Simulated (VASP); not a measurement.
Given:

```yaml
crystal:
  lattice:
    - [-2.16255, 2.16255, 2.16255]
    - [2.16255, -2.16255, 2.16255]
    - [2.16255, 2.16255, -2.16255]
  atoms:
    - { symbol: Eu, position: [0.00000, 0.00000, 0.00000] }
```

Computed with rev-vdW-DF2, VASP's PBE PAW potentials (set 64) (plane waves; VASP 6.6.1). Numerical set-up: 520 eV cut-off, 13×13×13 Γ-centred mesh, tetrahedra with Blöchl corrections, potentials Eu_2.

The 4f electrons are frozen in the core of the lanthanide potential, so 4f levels, which can set the real gap, and their magnetism are missing.

What does the run give for the energy per atom (σ→0), band gap (on the k-mesh) with the smallest direct gap where there is one?

```yaml
band gap (on the k-mesh): none (metal, semimetal or under 0.01 eV)
energy per atom (σ→0): 0.324 eV/atom
```

Total energies compare only between runs with the same potentials, cut-off and functional.

The compound is Eu in the bcc structure. It was relaxed first, which changed the volume by -16 %.
